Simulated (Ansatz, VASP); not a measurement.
# Si3N4 in two plane-wave programs, part 3 of 3

One calculation is typed for both programs; each brings its own data sets. How far apart do they land? The cell is taken from a series of runs on this material, whose earlier steps may have relaxed, scaled, displaced or heated it; both programs get it as it stands.

VASP 6.6.1 and Ansatz 0.2.0.

So far: The structure; Ansatz: zone-centre phonons, LDA; VASP: zone-centre phonons, LDA.

## Step 3: VASP: zone-centre phonons, LDA (continued)

Level of this step: LDA; plane waves and PAW (Si, N) (VASP).

Numbers of over 12 decimals in the logs are rounded to 6 here.

From OUTCAR (step 3):

```text
ion  position               nearest neighbor table
   1  0.768  0.174  0.250-  13 1.72   8 1.73   8 1.73   7 1.73   5 2.98   3 2.98   6 3.04   6 3.04
                             2 3.04   2 3.04
   2  0.594  0.768  0.750-  14 1.72   9 1.73   9 1.73   8 1.73   6 2.98   4 2.98   3 3.04   3 3.04
                             1 3.04   1 3.04
   3  0.826  0.594  0.250-  13 1.72  10 1.73  10 1.73   9 1.73   5 2.98   1 2.98   4 3.04   4 3.04
                             2 3.04   2 3.04
   4  0.232  0.826  0.750-  14 1.72  11 1.73  11 1.73  10 1.73   2 2.98   6 2.98   3 3.04   3 3.04
                             5 3.04   5 3.04
   5  0.406  0.232  0.250-  13 1.72  12 1.73  12 1.73  11 1.73   3 2.98   1 2.98   6 3.04   6 3.04
                             4 3.04   4 3.04
   6  0.174  0.406  0.750-  14 1.72   7 1.73   7 1.73  12 1.73   2 2.98   4 2.98   1 3.04   1 3.04
                             5 3.04   5 3.04
   7  0.030  0.330  0.250-   6 1.73   6 1.73   1 1.73
   8  0.700  0.030  0.750-   1 1.73   1 1.73   2 1.73
   9  0.670  0.700  0.250-   2 1.73   2 1.73   3 1.73
  10  0.970  0.670  0.750-   3 1.73   3 1.73   4 1.73
  11  0.300  0.970  0.250-   4 1.73   4 1.73   5 1.73
  12  0.330  0.300  0.750-   5 1.73   5 1.73   6 1.73
  13  0.667  0.333  0.250-   1 1.72   3 1.72   5 1.72
  14  0.333  0.667  0.750-   4 1.72   6 1.72   2 1.72

  LATTYP: Found a hexagonal cell.
 ALAT       =     7.5725335831
 C/A-ratio  =     0.3827708097

 Subroutine GETGRP returns: Found 12 space group operations
 (whereof  6 operations were pure point group operations)

The static configuration has the point symmetry S_6 .
 The point group associated with its full space group is C_6h.

 Found      9 irreducible k-points:

   k-points           NKPTS =      9   k-points in BZ     NKDIM =      9   number of bands    NBANDS=     46

   dimension x,y,z NGX =    60 NGY =   60 NGZ =   24
   dimension x,y,z NGXF=   120 NGYF=  120 NGZF=   48

   ENCUT  =  600.0 eV  44.10 Ry    6.64 a.u.  15.12 15.12  5.79*2*pi/ulx,y,z

   NELECT =      64.0000    total number of electrons

 k-points in reciprocal lattice and weights: Automatic mesh
   0.00000000  0.00000000  0.00000000       0.028
   0.33333333 -0.00000000  0.00000000       0.167
   0.33333333  0.33333333  0.00000000       0.056
   0.00000000  0.00000000  0.25000000       0.056
   0.33333333 -0.00000000  0.25000000       0.333
   0.33333333  0.33333333  0.25000000       0.111
   0.00000000  0.00000000  0.50000000       0.028
   0.33333333 -0.00000000  0.50000000       0.167
   0.33333333  0.33333333  0.50000000       0.056

 average (electrostatic) potential at core
       1 -83.7534       2 -83.7534       3 -83.7534       4 -83.7534       5 -83.7534
       6 -83.7534       7 -60.6114       8 -60.6114       9 -60.6114      10 -60.6114
      11 -60.6114      12 -60.6114      13 -60.2610      14 -60.2610

  Total       -0.1293088     -0.1293088     -0.4160487     -0.0000000      0.0000000      0.0000000
  in kB       -1.4392815     -1.4392815     -4.6308601     -0.0000001      0.0000000      0.0000000
  external PRESSURE =      -2.5031411 kB  Pullay stress =       0.0000000 kB

  energy-cutoff  :      600.00
  volume of cell :      143.94
      direct lattice vectors                 reciprocal lattice vectors
     7.572533583  0.000000000  0.000000000     0.132056199  0.076242682  0.000000000
[...]
free  energy   TOTEN  =      -126.4885108018 eV

 Eigenvectors and eigenvalues of the dynamical matrix
 ----------------------------------------------------

   1 f  =   31.631338 THz   198.745561 2PiTHz 1055.107878 cm-1   130.816646 meV
             X         Y         Z           dx          dy          dz
      5.155323  1.139253  0.724636    -0.154274    0.084061   -0.000000
      1.591039  5.034267  2.173909     0.149936    0.091575   -0.000000
      4.008250  3.895014  0.724636     0.004338   -0.175636   -0.000000
     -1.369056  5.418753  2.173909    -0.154274    0.084061   -0.000000
      2.195228  1.523739  0.724636     0.149936    0.091575    0.000000
     -0.221983  2.662993  2.173909     0.004338   -0.175636   -0.000000
     -1.021611  2.162424  0.724636     0.304689    0.207279    0.000000
      5.189014  0.196471  2.173909     0.027164   -0.367508    0.000000
      2.424358  4.592053  0.724636    -0.331853    0.160229    0.000000
      4.807878  4.395582  2.173909     0.304689    0.207279    0.000000
     -1.402747  6.361536  0.724636     0.027164   -0.367508    0.000000
      1.361909  1.965953  2.173909    -0.331853    0.160229    0.000000
      3.786267  2.186002  0.724636     0.000000    0.000000   -0.000000
     -0.000000  4.372004  2.173909     0.000000    0.000000    0.000000

   2 f  =   31.025416 THz   194.938436 2PiTHz 1034.896472 cm-1   128.310752 meV
             X         Y         Z           dx          dy          dz
      5.155323  1.139253  0.724636     0.023342    0.201542    0.000000
      1.591039  5.034267  2.173909     0.146097   -0.184638   -0.000000
      4.008250  3.895014  0.724636    -0.046738    0.046351    0.000000
     -1.369056  5.418753  2.173909    -0.023342   -0.201542    0.000000
      2.195228  1.523739  0.724636    -0.146097    0.184638   -0.000000
     -0.221983  2.662993  2.173909     0.046738   -0.046351   -0.000000
     -1.021611  2.162424  0.724636    -0.313353   -0.197264    0.000000
      5.189014  0.196471  2.173909    -0.046690    0.094808   -0.000000
      2.424358  4.592053  0.724636    -0.222061    0.165770    0.000000
      4.807878  4.395582  2.173909     0.313353    0.197264   -0.000000
     -1.402747  6.361536  0.724636     0.046690   -0.094808   -0.000000
      1.361909  1.965953  2.173909     0.222061   -0.165770    0.000000
      3.786267  2.186002  0.724636     0.196805   -0.367795   -0.000000
     -0.000000  4.372004  2.173909    -0.196805    0.367795   -0.000000

   3 f  =   31.025416 THz   194.938436 2PiTHz 1034.896472 cm-1   128.310752 meV
             X         Y         Z           dx          dy          dz
      5.155323  1.139253  0.724636     0.086812    0.136337    0.000000
      1.591039  5.034267  2.173909    -0.103717    0.033102   -0.000000
      4.008250  3.895014  0.724636     0.242003    0.066257    0.000000
     -1.369056  5.418753  2.173909    -0.086812   -0.136337   -0.000000
      2.195228  1.523739  0.724636     0.103717   -0.033102    0.000000
     -0.221983  2.662993  2.173909    -0.242003   -0.066257   -0.000000
     -1.021611  2.162424  0.724636     0.113062    0.012463    0.000000
      5.189014  0.196471  2.173909    -0.010607   -0.372506   -0.000000
      2.424358  4.592053  0.724636    -0.249971    0.103755    0.000000
      4.807878  4.395582  2.173909    -0.113062   -0.012463    0.000000
     -1.402747  6.361536  0.724636     0.010607    0.372506    0.000000
      1.361909  1.965953  2.173909     0.249971   -0.103755   -0.000000
      3.786267  2.186002  0.724636    -0.367795   -0.196805   -0.000000
     -0.000000  4.372004  2.173909     0.367795    0.196805   -0.000000

   4 f  =   30.679879 THz   192.767367 2PiTHz 1023.370621 cm-1   126.881729 meV
             X         Y         Z           dx          dy          dz
      5.155323  1.139253  0.724636     0.140707   -0.000938   -0.000000
      1.591039  5.034267  2.173909    -0.100359    0.169783    0.000000
      4.008250  3.895014  0.724636    -0.127675   -0.124347    0.000000
     -1.369056  5.418753  2.173909     0.140707   -0.000938    0.000000
      2.195228  1.523739  0.724636    -0.100359    0.169783    0.000000
     -0.221983  2.662993  2.173909    -0.127675   -0.124347    0.000000
     -1.021611  2.162424  0.724636    -0.002951    0.046272   -0.000000
      5.189014  0.196471  2.173909    -0.000799   -0.331871    0.000000
      2.424358  4.592053  0.724636     0.325607   -0.140935   -0.000000
      4.807878  4.395582  2.173909    -0.002951    0.046272    0.000000
     -1.402747  6.361536  0.724636    -0.000799   -0.331871   -0.000000
      1.361909  1.965953  2.173909     0.325607   -0.140935   -0.000000
      3.786267  2.186002  0.724636    -0.198077    0.363501   -0.000000
     -0.000000  4.372004  2.173909    -0.198077    0.363501   -0.000000

   5 f  =   30.679879 THz   192.767367 2PiTHz 1023.370621 cm-1   126.881729 meV
             X         Y         Z           dx          dy          dz
      5.155323  1.139253  0.724636    -0.030604   -0.198925    0.000000
      1.591039  5.034267  2.173909     0.140118    0.042141    0.000000
      4.008250  3.895014  0.724636    -0.154012    0.069457   -0.000000
     -1.369056  5.418753  2.173909    -0.030604   -0.198925   -0.000000
      2.195228  1.523739  0.724636     0.140118    0.042141   -0.000000
     -0.221983  2.662993  2.173909    -0.154012    0.069457    0.000000
     -1.021611  2.162424  0.724636     0.330628    0.217523   -0.000000
      5.189014  0.196471  2.173909    -0.047515    0.215370   -0.000000
      2.424358  4.592053  0.724636     0.143421   -0.111036   -0.000000
      4.807878  4.395582  2.173909     0.330628    0.217523   -0.000000
     -1.402747  6.361536  0.724636    -0.047515    0.215370    0.000000
      1.361909  1.965953  2.173909     0.143421   -0.111036    0.000000
      3.786267  2.186002  0.724636    -0.363501   -0.198077   -0.000000
     -0.000000  4.372004  2.173909    -0.363501   -0.198077    0.000000

   6 f  =   28.088030 THz   176.482300 2PiTHz  936.915847 cm-1   116.162708 meV
             X         Y         Z           dx          dy          dz
      5.155323  1.139253  0.724636    -0.030880   -0.207615    0.000000
      1.591039  5.034267  2.173909     0.164359   -0.130550   -0.000000
      4.008250  3.895014  0.724636     0.195240    0.077064   -0.000000
     -1.369056  5.418753  2.173909     0.030880    0.207615   -0.000000
      2.195228  1.523739  0.724636    -0.164359    0.130550    0.000000
     -0.221983  2.662993  2.173909    -0.195240   -0.077064    0.000000
     -1.021611  2.162424  0.724636     0.271550    0.221065   -0.000000
      5.189014  0.196471  2.173909    -0.055673    0.345702    0.000000
      2.424358  4.592053  0.724636    -0.327223    0.124637    0.000000
      4.807878  4.395582  2.173909    -0.271550   -0.221065    0.000000
     -1.402747  6.361536  0.724636     0.055673   -0.345702    0.000000
      1.361909  1.965953  2.173909     0.327223   -0.124637   -0.000000
      3.786267  2.186002  0.724636    -0.000000    0.000000    0.000000
     -0.000000  4.372004  2.173909     0.000000   -0.000000    0.000000

   7 f  =   27.791915 THz   174.621754 2PiTHz  927.038511 cm-1   114.938075 meV
             X         Y         Z           dx          dy          dz
      5.155323  1.139253  0.724636     0.169562   -0.055474    0.000000
      1.591039  5.034267  2.173909     0.067647    0.000818    0.000000
      4.008250  3.895014  0.724636     0.003625   -0.233575   -0.000000
     -1.369056  5.418753  2.173909    -0.169562    0.055474    0.000000
      2.195228  1.523739  0.724636    -0.067647   -0.000818    0.000000
     -0.221983  2.662993  2.173909    -0.003625    0.233575    0.000000
     -1.021611  2.162424  0.724636    -0.274484   -0.156773   -0.000000
      5.189014  0.196471  2.173909     0.063890    0.012650    0.000000
      2.424358  4.592053  0.724636    -0.294002    0.097668   -0.000000
      4.807878  4.395582  2.173909     0.274484    0.156773    0.000000
     -1.402747  6.361536  0.724636    -0.063890   -0.012650   -0.000000
      1.361909  1.965953  2.173909     0.294002   -0.097668    0.000000
    [... 595 further lines ...]
      3.786267  2.186002  0.724636    -0.190628    0.116516   -0.000000
     -0.000000  4.372004  2.173909    -0.190628    0.116516   -0.000000

 ELASTIC MODULI CONTR FROM IONIC RELAXATION (kBar)
 Direction    XX          YY          ZZ          XY          YZ          ZX
 --------------------------------------------------------------------------------
 XX       -1186.4483    681.8800    286.2072     -0.5419      0.0000      0.0000
 YY         681.8800  -1186.4483    286.2072     -0.5419     -0.0000     -0.0000
 ZZ         286.2072    286.2072   -871.4257     -0.1295      0.0000     -0.0000
 XY          -0.5419     -0.5419     -0.1295   -934.1664     -0.0000     -0.0000
 YZ           0.0000     -0.0000      0.0000     -0.0000   -701.9123     36.5869
 ZX           0.0000     -0.0000     -0.0000     -0.0000     36.5869   -691.9373
 --------------------------------------------------------------------------------
```

## Step 4: Side by side

Known differences besides the potentials themselves: the two LDA forms differ slightly; fixed occupations in Ansatz, narrow Gaussian smearing in VASP; the cutoff is 260 eV in Ansatz and 600 eV in VASP; VASP's log shows a relativistic correction to its local exchange, Ansatz's none; Ansatz's log warns that its cutoff lies below the recommended one. Total energies have different zeros and are not compared.

Both answers:

| quantity | Ansatz | VASP | difference |
| --- | --- | --- | --- |
| optical mode 1 to 2 (cm⁻¹) | 175.1 | 175.5 | -0.25 % |
| optical mode 3 (cm⁻¹) | 199.3 | 198.2 | +0.58 % |
| optical mode 4 to 5 (cm⁻¹) | 219.2 | 220.1 | -0.40 % |
| optical mode 6 (cm⁻¹) | 243.6 | 243.3 | +0.12 % |
| optical mode 7 (cm⁻¹) | 264.0 | 264.7 | -0.26 % |
| optical mode 8 to 9 (cm⁻¹) | 297.4 | 298.6 | -0.39 % |
| optical mode 10 (cm⁻¹) | 354.5 | 359.5 | -1.40 % |
| optical mode 11 (cm⁻¹) | 392.0 | 398.6 | -1.66 % |
| optical mode 12 to 13 (cm⁻¹) | 418.0 | 418.2 | -0.03 % |
| optical mode 14 to 15 (cm⁻¹) | 434.6 | 438.9 | -0.97 % |
| optical mode 16 (cm⁻¹) | 450.2 | 451.6 | -0.31 % |
| optical mode 17 (cm⁻¹) | 548.1 | 548.2 | -0.02 % |
| optical mode 18 to 19 (cm⁻¹) | 557.5 | 559.2 | -0.31 % |
| optical mode 20 to 21 (cm⁻¹) | 612.5 | 611.6 | +0.15 % |
| optical mode 22 (cm⁻¹) | 649.1 | 648.3 | +0.13 % |
| optical mode 23 (cm⁻¹) | 719.3 | 723.1 | -0.52 % |
| optical mode 24 (cm⁻¹) | 861.2 | 859.9 | +0.16 % |
| optical mode 25 to 26 (cm⁻¹) | 872.6 | 869.8 | +0.32 % |
| optical mode 27 to 28 (cm⁻¹) | 879.1 | 874.1 | +0.57 % |
| optical mode 29 (cm⁻¹) | 894.2 | 889.8 | +0.49 % |
| optical mode 30 to 31 (cm⁻¹) | 897.0 | 894.4 | +0.29 % |
| optical mode 32 to 33 (cm⁻¹) | 930.9 | 927.0 | +0.42 % |
| optical mode 34 (cm⁻¹) | 939.5 | 936.9 | +0.27 % |
| optical mode 35 to 36 (cm⁻¹) | 1032.5 | 1023.4 | +0.89 % |
| optical mode 37 to 38 (cm⁻¹) | 1043.5 | 1034.9 | +0.83 % |
| optical mode 39 (cm⁻¹) | 1064.1 | 1055.1 | +0.85 % |

Modes are paired by rising frequency, not by their patterns, so a pair may set unlike modes beside each other; they are those without the splitting of longitudinal modes.

## Step 5: Summary of results

```json
{
 "r.m.s. difference of the optical zone-centre modes, each program's sorted by frequency (zone-centre phonons, LDA)": "4.1 cm⁻¹",
 "difference in optical mode 11 (zone-centre phonons, LDA)": "-1.7 %"
}
```

What this shows: The r.m.s. difference of the optical zone-centre modes, each program's sorted by frequency is 4.1 cm⁻¹ (zone-centre phonons, LDA). Among the rows given in per cent, the largest difference of the zone-centre phonons, LDA pair is in optical mode 11, -1.7 %. Such differences can come from data sets, numerical settings and the points named under the comparisons, not from the functional's error against experiment.

[Lines on the potential files, build, host, timing and source positions are cut from VASP's logs without a mark.]

[Logs are printed without paths, hosts, clocks, repeated set-up lines and the standing remarks that a program may print on its own settings, such as how far it seeks lower states.]

[Hosts, paths, dates, database ids (printed as entryN), source tags and the programs' standing remarks are cut or masked in the printed files.]
